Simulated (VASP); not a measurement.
# BeZnF4 (F-43m) in VASP: a series of runs

One crystal, BeZnF4, is run at these levels: PBE; tasks: single point, relaxation of cell and atoms.

All numbers are computed with VASP 6.6.1; they aren't measurements. Logs are shortened: lines on timing, memory, paths and dates and some standing lists are left out, and cuts for length are marked.

**1. The structure**

It takes space group F-43m (No. 216, cubic). The conventional cell has a = 8.031 Å, b = 8.031 Å, c = 8.031 Å, α = 90.00°, β = 90.00°, γ = 90.00°. Be (site symmetry -43m) is surrounded by 4 F at 1.56 Å. Zn (site symmetry -43m) is surrounded by 4 F at 1.92 Å. Around F (site symmetry 3m) lie 1 Be at 1.56 Å.

The cell was built by a generator and needn't be a form met in nature.

**2. Single point, PBE**

File INCAR:

```
PREC     = Accurate       # precision mode
ENCUT    = 520            # plane-wave cutoff, eV
EDIFF    = 1E-6           # SCF threshold, eV
ISMEAR   = 0              # smearing method
SIGMA    = 0.02           # smearing width, eV
LREAL    = False          # projectors in reciprocal space
LASPH    = True           # aspherical terms in the spheres
NELM     = 100            # most SCF steps
ALGO     = Normal         # electronic algorithm
ISIF     = 2              # what is computed and relaxed
LWAVE    = False          # write WAVECAR
LCHARG   = True           # write CHGCAR
GGA      = PE             # functional
LELF     = True           # ELF
LVHAR    = True         
NBANDS   = 30             # bands
```

File KPOINTS:

```
Automatic mesh
0
Gamma
  6 6 6
```

File POSCAR:

```
BeZnF4
1.0
    0.0000000000      4.0157261419      4.0157261419
    4.0157261419      0.0000000000      4.0157261419
    4.0157261419      4.0157261419      0.0000000000
Be Zn F
1 1 4
Direct
    0.7500000000      0.7500000000      0.7500000000
    0.5000000000      0.5000000000      0.5000000000
    0.0869956261      0.6376681246      0.6376681246
    0.6376681246      0.0869956261      0.6376681246
    0.6376681246      0.6376681246      0.0869956261
    0.6376681246      0.6376681246      0.6376681246
```

Potentials or basis: VASP PAW PBE potentials, release 64 (Be, Zn, F).

Launch:

```console
> cat potpaw_PBE.64/Be/POTCAR potpaw_PBE.64/Zn/POTCAR potpaw_PBE.64/F/POTCAR > POTCAR
> mpirun -np 1 vasp_std > vasp.out
```

OUTCAR:

```text
PREC = Accurate
   ENCUT = 520
   EDIFF = 1E-6
   ISMEAR = 0
   LREAL = False
   LASPH = True
   NELM = 100
   ISIF = 2
   GGA = PE

 ion  position               nearest neighbor table
   1  0.750  0.750  0.750-   3 1.56   4 1.56   5 1.56   6 1.56
   2  0.500  0.500  0.500-   6 1.92   4 1.92   5 1.92   3 1.92
   3  0.087  0.638  0.638-   1 1.56   2 1.92
   4  0.638  0.087  0.638-   1 1.56   2 1.92
   5  0.638  0.638  0.087-   1 1.56   2 1.92
   6  0.638  0.638  0.638-   1 1.56   2 1.92

  LATTYP: Found a face centered cubic cell.
 ALAT       =     8.0314522838

  Lattice vectors:

 A1 = (   0.0000000000,   4.0157261419,   4.0157261419)
 A2 = (   4.0157261419,   0.0000000000,   4.0157261419)
 A3 = (   4.0157261419,   4.0157261419,   0.0000000000)

Analysis of symmetry for initial positions (statically):
=====================================================================
 Subroutine PRICEL returns:
 Original cell was already a primitive cell.

 Routine SETGRP: Setting up the symmetry group for a
 face centered cubic supercell.

 Subroutine GETGRP returns: Found 24 space group operations
 (whereof 24 operations were pure point group operations)
 out of a pool of 48 trial point group operations.

The static configuration has the point symmetry T_d .

Analysis of symmetry for dynamics (positions and initial velocities):
=====================================================================
 Subroutine PRICEL returns:
 Original cell was already a primitive cell.

 Routine SETGRP: Setting up the symmetry group for a
 face centered cubic supercell.

 Subroutine GETGRP returns: Found 24 space group operations
 (whereof 24 operations were pure point group operations)
 out of a pool of 48 trial point group operations.

The dynamic configuration has the point symmetry T_d .

 Subroutine INISYM returns: Found 24 space group operations
 (whereof 24 operations are pure point group operations),
 and found     1 'primitive' translations

----------------------------------------------------------------------------------------

                                     Primitive cell

  volume of cell :     129.5157

  direct lattice vectors                    reciprocal lattice vectors
     0.000000000  4.015726142  4.015726142    -0.124510483  0.124510483  0.124510483
     4.015726142  0.000000000  4.015726142     0.124510483 -0.124510483  0.124510483
     4.015726142  4.015726142  0.000000000     0.124510483  0.124510483 -0.124510483

  length of vectors
     5.679094373  5.679094373  5.679094373     0.215658482  0.215658482  0.215658482

  position of ions in fractional coordinates (direct lattice)
     0.750000000  0.750000000  0.750000000
     0.500000000  0.500000000  0.500000000
     0.086995626  0.637668125  0.637668125
     0.637668125  0.086995626  0.637668125
     0.637668125  0.637668125  0.086995626
     0.637668125  0.637668125  0.637668125

  ion indices of the primitive-cell ions
   primitive index   ion index
                 1           1
                 2           2
                 3           3
                 4           4
                 5           5
                 6           6

----------------------------------------------------------------------------------------

 KPOINTS: Automatic mesh

Automatic generation of k-mesh.
 Grid dimensions read from file:
 generate k-points for:    6    6    6

 Generating k-lattice:

  Cartesian coordinates                     Fractional coordinates (reciprocal lattice)
    -0.020751747  0.020751747  0.020751747     0.166666667  0.000000000  0.000000000
     0.020751747 -0.020751747  0.020751747     0.000000000  0.166666667  0.000000000
     0.020751747  0.020751747 -0.020751747     0.000000000  0.000000000  0.166666667

  Length of vectors
     0.035943080  0.035943080  0.035943080

  Shift w.r.t. Gamma in fractional coordinates (k-lattice)
     0.000000000  0.000000000  0.000000000

 Subroutine IBZKPT returns following result:
 ===========================================

 Found     16 irreducible k-points:

 Following reciprocal coordinates:
            Coordinates               Weight
  0.000000  0.000000  0.000000      1.000000
  0.166667  0.000000  0.000000      8.000000
  0.333333  0.000000  0.000000      8.000000
  0.500000  0.000000  0.000000      4.000000
  0.166667  0.166667  0.000000      6.000000
  0.333333  0.166667  0.000000     24.000000
[... 8 lines left out ...]
 -0.333333  0.333333  0.166667     24.000000
 -0.333333  0.500000  0.166667     12.000000
   k-points           NKPTS =     16   k-points in BZ     NKDIM =     16   number of bands    NBANDS=     30
   number of dos      NEDOS =    301   number of ions     NIONS =      6
   total plane-waves  NPLWV =  74088
   dimension x,y,z NGX =    42 NGY =   42 NGZ =   42
   dimension x,y,z NGXF=    84 NGYF=   84 NGZF=   84
   ions per type =               1   1   4
   NGX,Y,Z   is equivalent  to a cutoff of  12.29, 12.29, 12.29 a.u.
   NGXF,Y,Z  is equivalent  to a cutoff of  24.59, 24.59, 24.59 a.u.
 SYSTEM =  unknown system
   PREC   = accura    normal or accurate (medium, high low for compatibility)
   ISTART =      0    job   : 0-new  1-cont  2-samecut
   ICHARG =      2    charge: 1-file 2-atom 10-const
   ISPIN  =      1    spin polarized calculation?
   LNONCOLLINEAR =      F non collinear calculations
   LSORBIT =      F    spin-orbit coupling
   LASPH  =      T    aspherical Exc in radial PAW
   ENCUT  =  520.0 eV  38.22 Ry    6.18 a.u.  10.56 10.56 10.56*2*pi/ulx,y,z
   NELM   =    100;   NELMIN=  2; NELMDL= -5     # of ELM steps
   EDIFF  = 0.1E-05   stopping-criterion for ELM
   LREAL  =      F    real-space projection
   EDIFFG = 0.1E-04   stopping-criterion for IOM
   NSW    =      0    number of steps for IOM
   IBRION =     -1    ionic relax: 0-MD 1-quasi-New 2-CG
   NFREE  =      0    steps in history (QN), initial steepest desc. (CG)
   ISIF   =      2    stress and relaxation
   ISYM   =      2    0-nonsym 1-usesym 2-fastsym
   POTIM  = 0.5000    time-step for ionic-motion
   TEBEG  =    0.0;   TEEND  =   0.0 temperature during run
   PSTRESS=    0.0 pullay stress
   NELECT =      42.0000    total number of electrons
   NUPDOWN=      -1.0000    fix difference up-down
   EMIN   =  10.00;   EMAX   =-10.00  energy-range for DOS
   EFERMI =   0.00;   METHOD = LEGACY
   ISMEAR =     0;   SIGMA  =   0.02  broadening in eV -4-tet -1-fermi 0-gaus
   EFERMI_NEDOS =   21; number of points for ismear=-14 and -15
   IALGO  =     38    algorithm
   IMIX   =      4    mixing-type and parameters
     AMIX     =   0.40;   BMIX     =  1.00
     AMIX_MAG =   1.60;   BMIX_MAG =  1.00
  volume/ion in A,a.u.               =      21.59       145.67
  Fermi-wavevector in a.u.,A,eV,Ry     =   1.124736  2.125442 17.211786  1.265031
  Thomas-Fermi vector in A             =   2.261409
   LORBIT       =      0    0 simple, 1 ext, 2 COOP (PROOUT), +10 PAW based schemes
   GGA     = PE    functional components
   LHFCALC =     F    Hartree Fock is set to
   AEXX    =    0.0000 exact exchange contribution
   IVDW    =     0    specifies the selected vdW correction
   LEPSILON=     F    determine dielectric tensor
   LRPA    =     F    only Hartree local field effects (RPA)
 non-spin polarized calculation
 Gauss-broadening in eV      SIGMA  =   0.02
  energy-cutoff  :      520.00
  volume of cell :      129.52
 maximum number of plane-waves:      3515
   NGX = 21   NGY = 21   NGZ = 21

 number of electron      42.0000024 magnetization

 Free energy of the ion-electron system (eV)
  ---------------------------------------------------
  ext. energy  EPLUGINS =         0.00000000
  ---------------------------------------------------
  free energy    TOTEN  =       -28.43061149 eV

  energy without entropy =      -28.43061149  energy(sigma->0) =      -28.43061149

 E-fermi :  -5.4312     XC(G=0):  -6.2297

 val. band max:       -5.5765506423   @ k =  -0.3333   0.1667   0.0000
 cond. band min:       0.2708500274   @ k =   0.0000   0.0000   0.0000
 fundamental gap:      5.8474006697
 Fermi energy:        -5.4312163559

 k-point     1 :       0.0000    0.0000    0.0000
  band No.  band energies     occupation
      1     -26.1311      2.00000
      2     -25.5983      2.00000
      3     -25.5983      2.00000
      4     -25.5983      2.00000
      5     -10.4760      2.00000
      6      -9.4348      2.00000
[... 22 lines left out ...]
     29       7.7077      0.00000
     30       8.7273      0.00000

 k-point     2 :       0.1667    0.0000    0.0000
  band No.  band energies     occupation
      1     -26.1149      2.00000
      2     -25.6169      2.00000
      3     -25.5987      2.00000
      4     -25.5987      2.00000
      5     -10.4282      2.00000
      6      -9.4724      2.00000
[... 22 lines left out ...]
     29       7.7177      0.00000
     30       8.9384      0.00000

 k-point     3 :       0.3333    0.0000    0.0000
  band No.  band energies     occupation
      1     -26.0785      2.00000
      2     -25.6574      2.00000
      3     -25.5989      2.00000
      4     -25.5989      2.00000
      5     -10.3217      2.00000
      6      -9.5565      2.00000
[... 22 lines left out ...]
     29       7.6652      0.00000
     30       9.5982      0.00000

 k-point     4 :       0.5000    0.0000    0.0000
  band No.  band energies     occupation
      1     -26.0576      2.00000
      2     -25.6807      2.00000
      3     -25.5991      2.00000
      4     -25.5991      2.00000
      5     -10.2600      2.00000
      6      -9.6060      2.00000
[... 352 lines left out ...]
     29       8.7206      0.00000
     30       8.8983      0.00000

 k-point    15 :      -0.3333    0.3333    0.1667
  band No.  band energies     occupation
      1     -26.0337      2.00000
      2     -25.7058      2.00000
      3     -25.5998      2.00000
      4     -25.5996      2.00000
      5     -10.1956      2.00000
      6      -9.6011      2.00000
[... 22 lines left out ...]
     29       8.8825      0.00000
     30       9.3946      0.00000

 k-point    16 :      -0.3333    0.5000    0.1667
  band No.  band energies     occupation
      1     -26.0248      2.00000
      2     -25.7151      2.00000
      3     -25.5997      2.00000
      4     -25.5996      2.00000
      5     -10.1720      2.00000
      6      -9.6136      2.00000
[... 22 lines left out ...]
     29       9.0927      0.00000
     30       9.9759      0.00000

------------------------ aborting loop because EDIFF is reached ----------------------------------------

  FORCE on cell =-STRESS in cart. coord.  units (eV):
  Direction    XX          YY          ZZ          XY          YZ          ZX
  --------------------------------------------------------------------------------------
  -------------------------------------------------------------------------------------
  Total        0.1040130      0.1040130      0.1040130      0.0000000     -0.0000000      0.0000000
  in kB        1.2866961      1.2866961      1.2866961      0.0000000     -0.0000000      0.0000000
  external PRESSURE =       1.2866961 kB  Pullay stress =       0.0000000 kB

 VOLUME and BASIS-vectors are now :
 -----------------------------------------------------------------------------
  energy-cutoff  :      520.00
  volume of cell :      129.52
      direct lattice vectors                 reciprocal lattice vectors
     0.000000000  4.015726142  4.015726142    -0.124510483  0.124510483  0.124510483
     4.015726142  0.000000000  4.015726142     0.124510483 -0.124510483  0.124510483
     4.015726142  4.015726142  0.000000000     0.124510483  0.124510483 -0.124510483

 POSITION                                       TOTAL-FORCE (eV/Angst)
 -----------------------------------------------------------------------------------
      6.02359      6.02359      6.02359         0.000000      0.000000      0.000000
      4.01573      4.01573      4.01573         0.000000      0.000000      0.000000
      5.12140      2.91005      2.91005         0.035322     -0.035322     -0.035322
      2.91005      5.12140      2.91005        -0.035322      0.035322     -0.035322
      2.91005      2.91005      5.12140        -0.035322     -0.035322      0.035322
      5.12140      5.12140      5.12140         0.035322      0.035322      0.035322
 -----------------------------------------------------------------------------------
    total drift:                                0.000003      0.000003      0.000003

  FREE ENERGIE OF THE ION-ELECTRON SYSTEM (eV)
  ---------------------------------------------------
  free  energy   TOTEN  =       -28.4306114899 eV

  energy  without entropy=      -28.4306114899  energy(sigma->0) =      -28.43061149
```

Wall time 80 s (1 thread of Intel Xeon Platinum 8488C (Sapphire Rapids), shared host); peak memory 0.27 GiB.

Results:

```
Free energy            : -28.4306 eV
Pressure               : 0.1 GPa
Largest force          : 0.061 eV/Å
Band gap on the k mesh : 5.85 eV, indirect (least direct gap 5.90 eV)
```

Forces in eV/Å, atoms in the order of the input:
```
Be   0.000  0.000  0.000
Zn   0.000  0.000  0.000
F    0.035 -0.035 -0.035
F   -0.035  0.035 -0.035
F   -0.035 -0.035  0.035
F    0.035  0.035  0.035
```

A k mesh can miss the band edges. As with any semilocal functional, this PBE gap is likely too small.

**3. Relaxation of cell and atoms, PBE**

File INCAR:

```
SYSTEM = BeZnF4
  PREC = Accurate
  ENCUT = 600
  EDIFF = 1E-7
  ISMEAR = 0
  SIGMA = 0.02
  LREAL = .False.
  LASPH = .True.
  NELM = 100
  ALGO = Normal
  ISIF = 3
  LWAVE = .False.
  LCHARG = .False.
  GGA = PE
  IBRION = 2
  NSW = 100
  EDIFFG = -0.01
```

File KPOINTS:

```
Automatic mesh
0
Gamma
  6 6 6
  0 0 0
```

File POSCAR:

```
BeZnF4
1.0
    0.0000000000      4.0165128745      4.0165128745
    4.0165128745      0.0000000000      4.0165128745
    4.0165128745      4.0165128745      0.0000000000
Be Zn F
1 1 4
Direct
    0.7500000000      0.7500000000      0.7500000000
    0.5000000000      0.5000000000      0.5000000000
    0.0870181070      0.6376606310      0.6376606310
    0.6376606310      0.0870181070      0.6376606310
    0.6376606310      0.6376606310      0.0870181070
    0.6376606310      0.6376606310      0.6376606310
```

Potentials or basis: VASP PAW PBE potentials, release 64 (Be, Zn, F).

Launch:

```console
> cat potpaw_PBE.64/Be/POTCAR potpaw_PBE.64/Zn/POTCAR potpaw_PBE.64/F/POTCAR > POTCAR
> mpirun -np 1 vasp_std > vasp.out
```

It took 2.5 min on 1 thread of Intel Xeon Platinum 8488C (Sapphire Rapids), shared host; peak memory 0.36 GiB.

Results (log left out):

```yaml
Free_energy: -28.4395 eV
Energy_gained_by_relaxing: 0.0 meV/atom
Ionic_steps: 3
Pressure_after_relaxing: 0.0 GPa
Band_gap_on_the_k_mesh: 5.84 eV, indirect (least direct gap 5.90 eV)
```

Step by step:
```tsv
step	energy change (eV)	largest force (eV/Å)	pressure (GPa)	volume (Å³)
1	0.0000	0.0657	-0.01	129.59
2	-0.0002	0.0350	0.01	129.57
3	-0.0003	0.0007	0.01	129.58
```

Final structure:
```cif
data_structure
_symmetry_space_group_name_H-M 'P 1'
_symmetry_Int_Tables_number 1
_cell_length_a 5.6800
_cell_length_b 5.6800
_cell_length_c 5.6800
_cell_angle_alpha 60.000
_cell_angle_beta 60.000
_cell_angle_gamma 60.000
_cell_volume 129.58
loop_
_atom_site_label
_atom_site_type_symbol
_atom_site_fract_x
_atom_site_fract_y
_atom_site_fract_z
_atom_site_occupancy
Be1 Be 0.75000 0.75000 0.75000 1
Zn1 Zn 0.50000 0.50000 0.50000 1
F1 F 0.08657 0.63781 0.63781 1
F2 F 0.63781 0.08657 0.63781 1
F3 F 0.63781 0.63781 0.08657 1
F4 F 0.63781 0.63781 0.63781 1
```

Levels at points of the mesh, in eV from the valence-band top:
```tsv
k point	band 19	band 20	band 21	band 22	band 23	band 24
(0.00, 0.00, 0.00)	-0.06	-0.06	-0.06	5.84	10.30	11.79
(0.50, 0.00, 0.00)	-0.23	-0.01	-0.01	7.07	8.75	11.16
(0.50, 0.50, 0.00)	-0.06	-0.06	-0.05	7.49	9.07	10.44
```

A k mesh can miss the band edges. PBE gaps usually lie below the measured ones, often by a third to a half.
